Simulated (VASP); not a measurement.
Input:

```yaml
crystal:
  lattice:
    - [2.80233, 0.00000, 0.00000]
    - [-1.40117, 2.42689, 0.00000]
    - [0.00000, 0.00000, 4.43641]
  atoms:
    - { symbol: O, position: [0.00000, 0.00000, 0.00000] }
    - { symbol: Cu, position: [0.33333, 0.66667, 0.29120] }
    - { symbol: Cu, position: [0.66667, 0.33333, 0.70880] }
```

All values below come from PBEsol GGA, VASP's PBE PAW potentials (set 64) (plane waves; VASP). Run with 520 eV cut-off, Gaussian smearing of 0.050 eV, potentials O Cu.

Q: Give the energies of bands 3 to 16 at the high-symmetry points, in eV from the Fermi level.

A: 
| band | Γ | M | K | A | L | H |
|---|---|---|---|---|---|---|
| 3 | -5.58 | -5.61 | -6.06 | -4.14 | -5.75 | -6.04 |
| 4 | -3.85 | -4.51 | -5.37 | -4.14 | -4.26 | -5.63 |
| 5 | -3.85 | -3.85 | -3.59 | -3.56 | -3.47 | -3.44 |
| 6 | -2.74 | -3.42 | -3.32 | -2.68 | -3.22 | -3.12 |
| 7 | -2.74 | -2.43 | -3.32 | -2.68 | -2.64 | -3.12 |
| 8 | -2.30 | -1.72 | -1.90 | -2.41 | -2.63 | -1.86 |
| 9 | -2.20 | -1.67 | -1.78 | -1.85 | -2.59 | -1.67 |
| 10 | -2.20 | -1.55 | -1.78 | -1.85 | -1.61 | -1.67 |
| 11 | -2.05 | -1.49 | -1.63 | -1.68 | -1.57 | -1.38 |
| 12 | -2.05 | -1.44 | -1.29 | -1.68 | -1.47 | -1.38 |
| 13 | -2.04 | -0.94 | -1.29 | -0.93 | -1.07 | -1.19 |
| 14 | 0.28 | -0.85 | 0.17 | -0.27 | 0.20 | -0.58 |
| 15 | 0.28 | 2.19 | 4.85 | -0.27 | 1.80 | 3.49 |
| 16 | 6.70 | 3.41 | 4.85 | 2.98 | 4.78 | 3.49 |

It has no gap at this level: it comes out as a metal or semimetal.

The structure was generated: Cu2O was put into the CdI2 type (P-3m1), which need not be its known phase. It was relaxed first, which changed the volume by +12 %.
